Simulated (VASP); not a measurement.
# Lattice vibrations of HfO2, part 4 of 5

Aim: the phonon dispersion and thermal properties of HfO2. The start is a cell from a database of measured crystal structures.

VASP 6.6.1; LDA; plane waves and PAW (Hf, O).

So far. Step 3 (Relax the host again, on a new basis): The start already met the threshold, so nothing moved. Step 4 (Tight relaxation): The run ended after 3 ionic steps, 0.000 eV below its first step, once forces and stress met EDIFFG = -0.002.

## (6) Force constants in the supercell

System of this step: HfO2. The structure is cubic, space group Fm-3m (No. 225). The conventional cell has a = 4.977 Å, b = 4.977 Å, c = 4.977 Å, α = 90.00°, β = 90.00°, γ = 90.00°. Hf has 8 O at 2.15 Å nearest. O has 4 Hf at 2.15 Å nearest. Farther neighbours and most contacts between anions are not listed.

Each independent atom is moved by 0.015 Å both ways; the forces give the force constants out to half the supercell.

INCAR reads:

```
SYSTEM = HfO2
PREC = Accurate
ENCUT = 480
EDIFF = 1E-07
NELM = 120
ISMEAR = 0
SIGMA = 0.05
LREAL = .FALSE.
ALGO = Fast
GGA = CA
NBANDS = 88
LASPH = .TRUE.
LWAVE = .FALSE.
LCHARG = .FALSE.
KPAR = 4
IBRION = 6
NSW = 1
NFREE = 2
POTIM = 0.015
ISIF = 0
ADDGRID = .TRUE.
```

POSCAR reads:

```
HfO2
1.0
    0.0000000000      4.9765773036      4.9765773036
    4.9765773036      0.0000000000      4.9765773036
    4.9765773036      4.9765773036      0.0000000000
Hf O
8 16
Direct
    0.0000000000      0.0000000000      0.0000000000
    0.0000000000      0.0000000000      0.5000000000
    0.0000000000      0.5000000000      0.0000000000
    0.0000000000      0.5000000000      0.5000000000
    0.5000000000      0.0000000000      0.0000000000
    0.5000000000      0.0000000000      0.5000000000
    0.5000000000      0.5000000000      0.0000000000
    0.5000000000      0.5000000000      0.5000000000
    0.3750000000      0.3750000000      0.3750000000
    0.3750000000      0.3750000000      0.8750000000
    0.3750000000      0.8750000000      0.3750000000
    0.3750000000      0.8750000000      0.8750000000
    0.8750000000      0.3750000000      0.3750000000
    0.8750000000      0.3750000000      0.8750000000
    0.8750000000      0.8750000000      0.3750000000
    0.8750000000      0.8750000000      0.8750000000
    0.1250000000      0.1250000000      0.1250000000
    0.1250000000      0.1250000000      0.6250000000
    0.1250000000      0.6250000000      0.1250000000
    0.1250000000      0.6250000000      0.6250000000
    0.6250000000      0.1250000000      0.1250000000
    0.6250000000      0.1250000000      0.6250000000
    0.6250000000      0.6250000000      0.1250000000
    0.6250000000      0.6250000000      0.6250000000
```

KPOINTS reads:

```
Automatic mesh
0
Gamma
3 3 3
0 0 0
```

PAW data sets: Hf and O (LDA family, release 64).

Command:

```
$ mpirun -np 4 vasp_std
```

The log of the run:

```text
[banner, memory and clock lines left out]
running    4 mpi-ranks, on    1 nodes
 distrk:  each k-point on    1 cores,    4 groups
 distr:  one band on    1 cores,    1 groups

 POSCAR found type information on POSCAR HfO
 POSCAR found :  2 types and      24 ions
|                                                                             |
|               ----> ADVICE to this user running VASP <----                  |
|                                                                             |
|     You have a (more or less) 'large supercell' and for larger cells it     |
|     might be more efficient to use real-space projection operators.         |
|     Therefore, try LREAL= Auto in the INCAR file.                           |
|     Mind: For very accurate calculation, you might also keep the            |
|     reciprocal projection scheme (i.e. LREAL=.FALSE.).                      |
|                                                                             |

 LDA part: xc-table for (Slater(with rela. corr.)+CA(PZ))
 , standard interpolation
 POSCAR, INCAR and KPOINTS ok, starting setup
 FFT: planning ... GRIDC
 FFT: planning ... GRID_SOFT
 FFT: planning ... GRID
 WAVECAR not read
 entering main loop
       N       E                     dE             d eps       ncg     rms          rms(c)
DAV:   1     0.638732943696E+03    0.63873E+03   -0.63764E+04   704   0.129E+03
DAV:   2    -0.257558408930E+03   -0.89629E+03   -0.85812E+03   888   0.295E+02
DAV:   3    -0.310074715721E+03   -0.52516E+02   -0.52122E+02   864   0.737E+01
DAV:   4    -0.310760742779E+03   -0.68603E+00   -0.68463E+00   856   0.892E+00
DAV:   5    -0.310774134194E+03   -0.13391E-01   -0.13382E-01   840   0.109E+00    0.765E+01
RMM:   6    -0.266013987764E+03    0.44760E+02   -0.18756E+02   704   0.378E+01    0.428E+01
RMM:   7    -0.266107882911E+03   -0.93895E-01   -0.27667E+01   735   0.112E+01    0.146E+01
RMM:   8    -0.265555403238E+03    0.55248E+00   -0.30677E+00   709   0.542E+00    0.310E+00
RMM:   9    -0.265556159388E+03   -0.75615E-03   -0.60035E-01   722   0.219E+00    0.196E+00
RMM:  10    -0.265567615117E+03   -0.11456E-01   -0.23124E-01   709   0.128E+00    0.624E-01
RMM:  11    -0.265569920356E+03   -0.23052E-02   -0.44837E-02   767   0.430E-01    0.727E-01
RMM:  12    -0.265568265763E+03    0.16546E-02   -0.50907E-03   728   0.147E-01    0.717E-01
RMM:  13    -0.265583453159E+03   -0.15187E-01   -0.21633E-02   704   0.342E-01    0.140E+00
RMM:  14    -0.265613857169E+03   -0.30404E-01   -0.46286E-02   755   0.493E-01    0.223E+00
RMM:  15    -0.265615481783E+03   -0.16246E-02   -0.25361E-03   720   0.134E-01    0.228E+00
RMM:  16    -0.265610601387E+03    0.48804E-02   -0.32912E-04   704   0.536E-02    0.220E+00
RMM:  17    -0.265569268801E+03    0.41333E-01   -0.90060E-02  1086   0.704E-01    0.961E-01
RMM:  18    -0.265562760508E+03    0.65083E-02   -0.12007E-02   905   0.252E-01    0.480E-01
RMM:  19    -0.265561428397E+03    0.13321E-02   -0.19785E-03   737   0.107E-01    0.303E-01
RMM:  20    -0.265561124175E+03    0.30422E-03   -0.68159E-04   728   0.633E-02    0.231E-01
RMM:  21    -0.265560981308E+03    0.14287E-03   -0.24269E-04   744   0.353E-02    0.172E-01
RMM:  22    -0.265560875860E+03    0.10545E-03   -0.22389E-04   718   0.319E-02    0.118E-01
RMM:  23    -0.265560777783E+03    0.98077E-04   -0.23599E-04   745   0.352E-02    0.598E-02
RMM:  24    -0.265560743281E+03    0.34501E-04   -0.18779E-04   713   0.313E-02    0.138E-02
RMM:  25    -0.265560744477E+03   -0.11962E-05   -0.53648E-05   744   0.168E-02    0.636E-03
RMM:  26    -0.265560744975E+03   -0.49702E-06   -0.50027E-06   674   0.534E-03    0.702E-03
RMM:  27    -0.265560744508E+03    0.46641E-06   -0.94157E-07   611   0.253E-03    0.380E-03
RMM:  28    -0.265560744372E+03    0.13566E-06   -0.93715E-07   655   0.243E-03    0.939E-04
RMM:  29    -0.265560744391E+03   -0.19032E-07   -0.18641E-07   473   0.105E-03
   1 F= -.26556074E+03 E0= -.26556074E+03  d E =-.272955E-15
 Found     2 degrees of freedom:
 Finite differences POTIM= 0.01500 DOF=   2
 bond charge predicted
       N       E                     dE             d eps       ncg     rms          rms(c)
DAV:   1    -0.265558959514E+03    0.17849E-02   -0.18060E-01  1120   0.115E+00    0.117E-01
RMM:   2    -0.265558941576E+03    0.17938E-04   -0.38899E-03  1059   0.203E-01    0.809E-02
RMM:   3    -0.265558830438E+03    0.11114E-03   -0.49646E-04  1080   0.603E-02    0.505E-02
RMM:   4    -0.265558778561E+03    0.51877E-04   -0.44222E-04  1056   0.657E-02    0.242E-02
RMM:   5    -0.265558769061E+03    0.94997E-05   -0.60867E-05  1098   0.194E-02    0.103E-02
RMM:   6    -0.265558770814E+03   -0.17529E-05   -0.47244E-05  1056   0.174E-02    0.796E-03
RMM:   7    -0.265558769016E+03    0.17980E-05   -0.63429E-06  1056   0.765E-03    0.270E-03
RMM:   8    -0.265558769166E+03   -0.14950E-06   -0.42893E-06  1056   0.508E-03    0.220E-03
RMM:   9    -0.265558769088E+03    0.77367E-07   -0.36681E-07   816   0.172E-03
   2 F= -.26555877E+03 E0= -.26555877E+03  d E =-.451084E-18
[...]
3 F= -.26555877E+03 E0= -.26555877E+03  d E =-.669920E-18
[...]
4 F= -.26555907E+03 E0= -.26555907E+03  d E =-.703169E-18
 Finite differences progress:
  Degree of freedom:   2/  2
  Displacement:        1/  2
  Total:               3/  4
 bond charge predicted
       N       E                     dE             d eps       ncg     rms          rms(c)
DAV:   1    -0.265558223723E+03    0.84756E-03   -0.41464E+00  1464   0.729E+00    0.526E-01
RMM:   2    -0.265559582827E+03   -0.13591E-02   -0.36849E-02  1408   0.645E-01    0.253E-01
RMM:   3    -0.265558947564E+03    0.63526E-03   -0.50708E-03  1408   0.216E-01    0.814E-02
RMM:   4    -0.265559063711E+03   -0.11615E-03   -0.14267E-03  1501   0.859E-02    0.495E-02
RMM:   5    -0.265559069694E+03   -0.59836E-05   -0.18705E-04  1458   0.331E-02    0.198E-02
RMM:   6    -0.265559071098E+03   -0.14037E-05   -0.42797E-05  1426   0.159E-02    0.169E-02
RMM:   7    -0.265559071221E+03   -0.12275E-06   -0.11360E-05  1481   0.712E-03    0.736E-03
RMM:   8    -0.265559071293E+03   -0.72052E-07   -0.33990E-06  1391   0.458E-03    0.320E-03
RMM:   9    -0.265559071250E+03    0.42679E-07   -0.61918E-07  1224   0.197E-03
   5 F= -.26555907E+03 E0= -.26555907E+03  d E =-.735028E-18
 Finite differences progress:
  Degree of freedom:   2/  2
  Displacement:        2/  2
  Total:               4/  4
```

Elapsed: 6.2 min, on 4 MPI ranks of Intel Xeon Platinum 8559C (Emerald Rapids), shared host; peak memory 2.2 GiB.

[end of part 4 of 5]

[Lines on the potential files, build, host, timing and source positions are cut from VASP's logs without a mark.]

[Logs are printed without paths, hosts, clocks, repeated set-up lines and the standing remarks that a program may print on its own settings, such as how far it seeks lower states.]

[Hosts, paths, dates, database ids (printed as entryN), source tags and the programs' standing remarks are cut or masked in the printed files.]

[Runs that stopped without an error message from VASP are left out.]
